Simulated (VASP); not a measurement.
Output of a VASP run:

**OSZICAR**
```
...
DAV:   5    -0.329729404687E+01    0.23531E-02   -0.27689E-02 11302   0.230E+00    0.555E-01
DAV:   6    -0.329572316658E+01    0.15709E-02   -0.11150E-02 11458   0.156E+00    0.905E-02
DAV:   7    -0.329558763818E+01    0.13553E-03   -0.49986E-04 12304   0.375E-01    0.285E-02
DAV:   8    -0.329558954689E+01   -0.19087E-05   -0.28886E-05 13324   0.825E-02    0.386E-03
DAV:   9    -0.329558824745E+01    0.12994E-05   -0.89614E-07  6156   0.136E-02    0.177E-03
DAV:  10    -0.329558792436E+01    0.32308E-06   -0.46321E-07  5060   0.104E-02
   2 F= 0.52833579E+01 E0= 0.52835308E+01  d E =0.140714E+01
       N       E                     dE             d eps       ncg     rms          rms(c)
DAV:   1    -0.206636003023E+02   -0.17368E+02   -0.37813E+02  9590   0.520E+02    0.198E+01
DAV:   2    -0.102260423286E+02    0.10438E+02   -0.18695E+01 11436   0.791E+01    0.950E+00
DAV:   3    -0.712126732985E+01    0.31048E+01   -0.10269E+01 11550   0.566E+01    0.126E+00
DAV:   4    -0.702651732769E+01    0.94750E-01   -0.77445E-01 12870   0.135E+01    0.634E-01
DAV:   5    -0.700334410873E+01    0.23173E-01   -0.19024E-02 12974   0.218E+00    0.297E-01
DAV:   6    -0.699634624791E+01    0.69979E-02   -0.55751E-03 12014   0.719E-01    0.874E-02
DAV:   7    -0.699601347157E+01    0.33278E-03   -0.42535E-04 10976   0.244E-01    0.144E-02
DAV:   8    -0.699600064799E+01    0.12824E-04   -0.30148E-05 11876   0.706E-02    0.481E-03
DAV:   9    -0.699600013131E+01    0.51668E-06   -0.27585E-06  6692   0.322E-02
   3 F= 0.37397128E+01 E0= 0.37398639E+01  d E =-.136510E+00
       N       E                     dE             d eps       ncg     rms          rms(c)
DAV:   1    -0.695487859637E+01    0.41122E-01   -0.12716E-01  9544   0.711E+00    0.429E-01
DAV:   2    -0.694997587391E+01    0.49027E-02   -0.78476E-03 11364   0.187E+00    0.191E-01
DAV:   3    -0.694882598577E+01    0.11499E-02   -0.31256E-03 11550   0.113E+00    0.240E-02
DAV:   4    -0.694878449981E+01    0.41486E-04   -0.14714E-04 10682   0.165E-01    0.725E-03
DAV:   5    -0.694878211849E+01    0.23813E-05   -0.41603E-06 10836   0.245E-02    0.356E-03
DAV:   6    -0.694878252779E+01   -0.40930E-06   -0.88392E-07  5374   0.123E-02
   4 F= 0.37387278E+01 E0= 0.37388913E+01  d E =-.137495E+00
       N       E                     dE             d eps       ncg     rms          rms(c)
DAV:   1    -0.693169248368E+01    0.17090E-01   -0.17860E-02  9536   0.268E+00    0.160E-01
DAV:   2    -0.693100477860E+01    0.68771E-03   -0.10948E-03 11374   0.700E-01    0.714E-02
DAV:   3    -0.693084481080E+01    0.15997E-03   -0.44016E-04 11566   0.423E-01    0.895E-03
DAV:   4    -0.693084104368E+01    0.37671E-05   -0.20971E-05 10778   0.625E-02    0.276E-03
DAV:   5    -0.693084104819E+01   -0.45111E-08   -0.38589E-07  5072   0.942E-03
   5 F= 0.37386532E+01 E0= 0.37388208E+01  d E =-.137569E+00
       N       E                     dE             d eps       ncg     rms          rms(c)
DAV:   1    -0.693131385750E+01   -0.47281E-03   -0.24639E-02 10824   0.146E+00    0.149E-01
DAV:   2    -0.693069241312E+01    0.62144E-03   -0.12184E-03 11386   0.606E-01    0.911E-02
DAV:   3    -0.693037076677E+01    0.32165E-03   -0.72819E-04 12434   0.443E-01    0.131E-02
DAV:   4    -0.693037767016E+01   -0.69034E-05   -0.10666E-04  9276   0.126E-01    0.735E-03
DAV:   5    -0.693037743922E+01    0.23094E-06   -0.27130E-06  7942   0.339E-02
   6 F= 0.37385585E+01 E0= 0.37387501E+01  d E =-.946222E-04
```

OUTCAR:
```
------------------------ aborting loop because EDIFF is reached ----------------------------------------
  FORCE on cell =-STRESS in cart. coord.  units (eV):
  Direction    XX          YY          ZZ          XY          YZ          ZX
  --------------------------------------------------------------------------------------
  Total       10.6735762     10.6735762     10.6713950      0.0000000      0.0000000      0.0000000
  in kB      450.1957162    450.1957162    450.1037180      0.0000000      0.0000000      0.0000000
  external PRESSURE =       0.1650501 kB  Pullay stress =     450.0000000 kB
  volume of cell :       37.99
      direct lattice vectors                 reciprocal lattice vectors
    -2.596979605  2.596979605  1.408063071     0.000000000  0.192531354  0.355097730
     2.596979605 -2.596979605  1.408063071     0.192531354  0.000000000  0.355097730
     2.596979605  2.596979605 -1.408063071     0.192531354  0.192531354  0.000000000
 POSITION                                       TOTAL-FORCE (eV/Angst)
 -----------------------------------------------------------------------------------
      2.59698     -0.00000      0.70403        -0.000000      0.000000      0.000000
      2.59698      2.59698      1.40806         0.000000     -0.000000     -0.000000
 -----------------------------------------------------------------------------------
    total drift:                               -0.000000      0.000000      0.000000
  FREE ENERGIE OF THE ION-ELECTRON SYSTEM (eV)
  ---------------------------------------------------
  free  energy   TOTEN  =        -6.9303774392 eV

  energy  without entropy=       -6.9298028908  energy(sigma->0) =       -6.93018592
  enthalpy is  TOTEN    =         3.7385585393 eV   P V=       10.6689359785

 reached required accuracy - stopping structural energy minimisation
```
(Selected blocks of OUTCAR.)

POSCAR:
```
Sn
1
   -2.6572243110     2.6572243110     1.4441667859
    2.6572243110    -2.6572243110     1.4441667859
    2.6572243110     2.6572243110    -1.4441667859
Sn
2
Direct
  0.2500000000   0.7500000000   0.5000000000
  0.0000000000   0.0000000000   0.0000000000
```

Q: Write an INCAR and KPOINTS that could have produced this output.

A: Several could match; the one computed here: the input of the run itself, PBEsol GGA, plane waves, VASP's PBE PAW potentials (set 64).

### INCAR
```
ALGO = Normal
EDIFF = 1E-6
EDIFFG = -0.02
ENCUT = 500
GGA = PS
IBRION = 2
ISIF = 3
ISMEAR = 1
LASPH = .TRUE.
LCHARG = .FALSE.
LMAXMIX = 4
LREAL = .FALSE.
LWAVE = .FALSE.
NELM = 100
NSW = 40
PREC = Accurate
PSTRESS = 450
SIGMA = 0.1
SYSTEM = Sn
```

### KPOINTS
```
kpoints
0
gamma
  14 14 14
0 0 0
```

POTCAR, in this order: Sn_d (PBE.64 set). Program: vasp_std.

Energy and stress use the plane-wave basis of the starting cell.

The compound is Sn in the beta structure. This run relaxes it under an external pressure of 45 GPa. Symmetry was kept, so distortions that lower it aren't found.
